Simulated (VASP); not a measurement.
# MgTi2N2 in VASP: further runs, part 2 of 2

VASP 6.6.1. The steps go on from the part before.

## Step 3: Relaxation of cell and atoms, PBE

This run uses another cell than the first one, of 12.61 Å³/atom, 1.152 times its volume.

INCAR

```
PREC = Normal
ENCUT = 520
EDIFF = 1E-4
ISMEAR = 0
SIGMA = 0.15
LREAL = F
LASPH = T
NELM = 60
ALGO = Fast
ISIF = 3
LWAVE = F
LCHARG = F
GGA = PE
IBRION = 2
NSW = 24
EDIFFG = -0.08
```

KPOINTS

```
regular mesh
0
Gamma
  5 5 5
```

POSCAR

```
MgTi2N2
1.0
   -1.5500000000      2.1900000000      4.6450000000
    1.5500000000     -2.1900000000      4.6450000000
    1.5500000000      2.1900000000     -4.6450000000
Mg Ti N
1 2 2
Direct
    0.0000000000      0.0000000000      0.0000000000
    0.6666670000      0.6666670000      0.0000000000
    0.3333330000      0.3333330000      0.0000000000
    0.1666670000      0.6666670000      0.5000000000
    0.8333330000      0.3333330000      0.5000000000
```

Potentials or basis: VASP PAW PBE potentials, release 64 (Mg, Ti_sv, N).

Started as:

```bash
$ cat potpaw_PBE.64/Mg/POTCAR potpaw_PBE.64/Ti_sv/POTCAR potpaw_PBE.64/N/POTCAR > POTCAR
$ mpirun -np 1 vasp_std > vasp.out
```

OUTCAR:

```text
PREC = Normal
   ENCUT = 520
   EDIFF = 1E-4
   ISMEAR = 0
   LREAL = F
   LASPH = T
   NELM = 60
   ISIF = 3
   GGA = PE
   IBRION = 2
   NSW = 24
   EDIFFG = -0.08

 ion  position               nearest neighbor table
   1  0.000  0.000  0.000-   4 2.19   5 2.19   4 2.19   5 2.19   3 3.10   2 3.10   2 3.10   3 3.10
                             2 3.10   2 3.10   3 3.10   2 3.10   3 3.10   3 3.10
   2  0.667  0.667  0.000-   4 2.19   4 2.19   5 2.19   5 2.19   1 3.10   1 3.10   1 3.10   1 3.10
                             1 3.10
   3  0.333  0.333  0.000-   5 2.19   5 2.19   4 2.19   4 2.19   1 3.10   1 3.10   1 3.10   1 3.10
                             1 3.10
   4  0.167  0.667  0.500-   2 2.19   2 2.19   3 2.19   3 2.19   1 2.19   1 2.19
   5  0.833  0.333  0.500-   3 2.19   3 2.19   2 2.19   2 2.19   1 2.19   1 2.19

  LATTYP: Found a body centered orthorhombic cell.
 ALAT       =     3.1000000000
 B/A-ratio  =     1.4129032258
 C/A-ratio  =     2.9967741935

  Lattice vectors:

 A1 = (  -1.5500000000,   2.1900000000,   4.6450000000)
 A2 = (   1.5500000000,  -2.1900000000,   4.6450000000)
 A3 = (   1.5500000000,   2.1900000000,  -4.6450000000)

Analysis of symmetry for initial positions (statically):
=====================================================================
 Subroutine PRICEL returns:
 Original cell was already a primitive cell.

[... 293 lines left out ...]
[... ionic steps 4 to 8 ...]

--------------------------------------- Ionic step        9  -------------------------------------------

 number of electron      36.0000002 magnetization

------------------------ aborting loop because EDIFF is reached ----------------------------------------
[... 73 lines left out ...]
--------------------------------------- Ionic step       11  -------------------------------------------

 number of electron      36.0000002 magnetization

 Free energy of the ion-electron system (eV)
  ---------------------------------------------------
  ext. energy  EPLUGINS =         0.00000000
  ---------------------------------------------------
  free energy    TOTEN  =       -39.72690828 eV

  energy without entropy =      -39.68231594  energy(sigma->0) =      -39.70461211

 E-fermi :   7.9887     XC(G=0): -11.4358

 val. band max:        7.9821664064   @ k =  -0.2000  -0.2000   0.2000
 cond. band min:       8.0089782813   @ k =  -0.4000  -0.4000   0.4000
 fundamental gap:      0.0268118749
 Fermi energy:         7.9886961230

 k-point     1 :       0.0000    0.0000    0.0000
  band No.  band energies     occupation
      1     -49.2976      2.00000
      2     -49.1818      2.00000
      3     -25.7435      2.00000
      4     -25.6326      2.00000
      5     -25.5582      2.00000
      6     -25.5279      2.00000
[... 589 lines left out ...]
     21       9.6546      0.00000
     22      10.1228      0.00000

 [... further k-points ...]

------------------------ aborting loop because EDIFF is reached ----------------------------------------

  FORCE on cell =-STRESS in cart. coord.  units (eV):
  Direction    XX          YY          ZZ          XY          YZ          ZX
  --------------------------------------------------------------------------------------
  -------------------------------------------------------------------------------------
  Total        0.1816669      0.1280361      0.1720254     -0.0000000      0.0000000      0.0000000
  in kB        4.8489735      3.4174836      4.5916267     -0.0000000      0.0000000      0.0000000
  external PRESSURE =       4.2860279 kB  Pullay stress =       0.0000000 kB
[... 20 lines left out ...]
  FREE ENERGIE OF THE ION-ELECTRON SYSTEM (eV)
  ---------------------------------------------------
  free  energy   TOTEN  =       -39.7269082821 eV

  energy  without entropy=      -39.6823159394  energy(sigma->0) =      -39.70461211

 reached required accuracy - stopping structural energy minimisation
```

OSZICAR:

```text
N       E                     dE             d eps       ncg     rms          rms(c)
DAV:   1     0.424557751513E+03    0.42456E+03   -0.18853E+04  1204   0.186E+03
DAV:   2     0.218989056870E+02   -0.40266E+03   -0.39628E+03  1200   0.528E+02
DAV:   3    -0.448814237563E+02   -0.66780E+02   -0.65886E+02  2228   0.178E+02
[... 139 lines left out ...]
DAV:   1    -0.397309837138E+02   -0.51585E-02   -0.26866E-01  1426   0.726E+00    0.611E-01
RMM:   2    -0.397276364981E+02    0.33472E-02   -0.24856E-02  1506   0.182E+00    0.269E-01
RMM:   3    -0.397266728716E+02    0.96363E-03   -0.71141E-03  1736   0.780E-01    0.692E-02
RMM:   4    -0.397268197246E+02   -0.14685E-03   -0.25922E-03  1780   0.377E-01    0.315E-02
RMM:   5    -0.397269082821E+02   -0.88557E-04   -0.93708E-04  1473   0.204E-01
  11 F= -.39726908E+02 E0= -.39704612E+02  d E =-.355021E-02
```

Run time: 9.2 min. Hardware: 1 thread of Intel Xeon Platinum 8375C at 2.90GHz (Ice Lake), shared host; peak memory 0.2 GiB.

What came out:

```yaml
Free_energy: -39.7269 eV
Relaxed_volume: 12.01 Å³/atom
Relaxed_cell: a = 5.330 Å, b = 5.330 Å, c = 5.330 Å, α = 145.96°, β = 134.42°, γ = 58.10°
Space_group_after_relaxing_to_0.05_Å: Immm (No. 71)
Energy_gained_by_relaxing: 139.5 meV/atom
Ionic_steps: 11
Pressure_after_relaxing: 0.4 GPa
Largest_force_after_relaxing: 0.066 eV/Å
Band_gap_on_the_k_mesh: none (metal or under the smearing width)
```

Forces in eV/Å, atoms in the order of the input:
```
Mg   0.000  0.000  0.000
Ti   0.000  0.000  0.007
Ti   0.000  0.000 -0.007
N    0.000  0.000 -0.066
N    0.000  0.000  0.066
```

Stress tensor (GPa, compression positive):
```
0.48 0.00 0.00
0.00 0.34 0.00
0.00 0.00 0.46
```

Step by step:
```
step  energy change (eV)  largest force (eV/Å)  pressure (GPa)  volume (Å³)
   1              0.0000                2.1487          -14.67        63.07
   2             -0.2096                0.9245           24.73        53.03
   3             -0.5545                1.0287            3.68        57.08
   4             -0.5552                0.9591            4.12        56.95
   5             -0.6573                0.3757            2.07        58.41
   6             -0.6798                0.1381            0.99        59.42
   7             -0.6816                0.1471            0.51        59.77
   8             -0.6926                0.0678           -0.66        60.23
   9             -0.6940                0.0315           -1.02        60.40
  10             -0.6966                0.1092            0.82        59.83
  11             -0.6976                0.0658            0.43        60.03
```

Final structure:
```
Mg Ti N
1.0
    -1.56003    2.06461    4.65915
     1.56003   -2.06461    4.65915
     1.56003    2.06461   -4.65915
Mg Ti N
1 2 2
Direct
  0.00000 0.00000 0.00000
  0.68524 0.68524 0.00000
  0.31476 0.31476 0.00000
  0.16933 0.66933 0.50000
  0.83067 0.33067 0.50000
```

Caveat: the k mesh is coarse (spacing up to 0.50 Å⁻¹), so the values aren't converged; the relaxation stopped at a loose force limit of 0.08 eV/Å, so its end isn't a converged minimum.
